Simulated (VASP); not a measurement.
All values below come from PBEsol GGA, VASP's PBE PAW potentials (set 64) (plane waves; VASP 6.6.1).

A VASP calculation is set up with these files.

**INCAR**
```
SYSTEM = TmB2
PREC = Accurate
ENCUT = 600
EDIFF = 1E-7
NELM = 100
ALGO = Normal
LREAL = .FALSE.
LASPH = .TRUE.
ISMEAR = 1
SIGMA = 0.1
GGA = PS
LMAXMIX = 6
LWAVE = .FALSE.
LCHARG = .FALSE.
ISIF = 2
```

**POSCAR**
```
TmB2
1
    3.2373019419     0.0000000000     0.0000000000
   -1.6186509710     2.8035855621     0.0000000000
    0.0000000000     0.0000000000     3.7319398451
Tm B
1 2
Direct
  0.0000000000   0.0000000000   0.0000000000
  0.3333330000   0.6666670000   0.5000000000
  0.6666670000   0.3333330000   0.4933010710
```

KPOINTS:
```
Automatic mesh
0
Gamma
10 10 8
0 0 0
```

POTCAR, in this order: Tm_3 B (PBE.64 set). Program: vasp_std.

The 4f electrons are frozen in the core of the lanthanide potential, so 4f levels, which can set the real gap, and their magnetism are missing.

Question: What does the run give for the energy per atom (σ→0), largest force, band gap (on the k-mesh)?

Answer: 
* **energy per atom (σ→0)**: -7.037 eV/atom
* **band gap (on the k-mesh)**: none (metal, semimetal or under 0.01 eV)
* **largest force**: 0.00895 Ry/bohr

OSZICAR:
```
...
DAV:   8    -0.211172863520E+02    0.38522E-01   -0.37145E-01  3419   0.483E+00    0.590E-01
DAV:   9    -0.211120428767E+02    0.52435E-02   -0.24206E-02  3405   0.132E+00    0.144E-01
DAV:  10    -0.211120513065E+02   -0.84298E-05   -0.55621E-04  2623   0.206E-01    0.159E-01
DAV:  11    -0.211120481656E+02    0.31409E-05   -0.19014E-05  3308   0.552E-02    0.209E-02
DAV:  12    -0.211120480032E+02    0.16236E-06   -0.24419E-06  3439   0.137E-02    0.428E-03
DAV:  13    -0.211120481229E+02   -0.11968E-06   -0.87746E-08  1674   0.333E-03    0.885E-04
DAV:  14    -0.211120481072E+02    0.15657E-07   -0.45346E-08  1547   0.298E-03
   1 F= -.21112048E+02 E0= -.21111790E+02  d E =-.774376E-03
```

The structure comes from a computed database's TmB2 entry (P6/mmm); how it stands against other phases isn't given here. This cell was strained or had an atom moved on purpose. The electron count is odd and the run is not spin-polarised, which forces a metal.
